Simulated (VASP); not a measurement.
All values below come from r2SCAN meta-GGA, VASP's PBE PAW potentials (set 64) (plane waves; VASP 6.6.1).

The input files of a VASP run:

### KPOINTS
```
Automatic mesh
0
gamma
  9 9 5
0 0 0
```

### INCAR
```
SYSTEM = AlN
PREC = Accurate; ENCUT = 520; LREAL = F
LASPH = T
EDIFF = 1E-6; NELM = 100; ALGO = Normal
LMIXTAU = T
ISMEAR = 0; SIGMA = 0.05
METAGGA = R2SCAN
IBRION = 2; NSW = 60; ISIF = 3
EDIFFG = -0.01
LWAVE = F; LCHARG = F
```

POSCAR:
```
AlN
1.0
  1.5550000000  -2.6933390000   0.0000000000
  1.5550000000   2.6933390000   0.0000000000
  0.0000000000   0.0000000000   4.9800000000
Al N
2 2
direct
  0.6666670000   0.3333330000   0.5000000000
  0.3333330000   0.6666670000   0.0000000000
  0.6666670000   0.3333330000   0.8820000000
  0.3333330000   0.6666670000   0.3820000000
```

POTCAR, in this order: Al N (PBE.64 set). Program: vasp_std.

Task: What does the run give for the energy per atom (σ→0), volume per atom, band gap (on the k-mesh)?

Result: 
```json
{
 "energy per atom (σ→0)": "-9614 meV/atom",
 "band gap (on the k-mesh)": "4.93 eV",
 "volume_per_atom": "10.39 Å³/atom"
}
```

OSZICAR:
```
...
DAV:   4    -0.384565180005E+02   -0.11166E-03   -0.27654E-05   904   0.652E-02    0.964E-03
DAV:   5    -0.384563643690E+02    0.15363E-03   -0.25539E-05   864   0.740E-02    0.296E-03
DAV:   6    -0.384564977178E+02   -0.13335E-03   -0.10860E-05   864   0.515E-02    0.249E-03
DAV:   7    -0.384564686662E+02    0.29052E-04   -0.73197E-07   572   0.133E-02    0.105E-03
DAV:   8    -0.384564743913E+02   -0.57251E-05   -0.56001E-08   432   0.329E-03    0.390E-04
DAV:   9    -0.384564721183E+02    0.22730E-05   -0.70110E-09   432   0.107E-03    0.167E-04
DAV:  10    -0.384564724597E+02   -0.34139E-06   -0.29597E-09   432   0.520E-04
   3 F= -.38456472E+02 E0= -.38456472E+02  d E =-.484949E-03
```

The compound is AlN in the wurtzite structure. This run relaxes it. Symmetry was kept, so distortions that lower it aren't found.
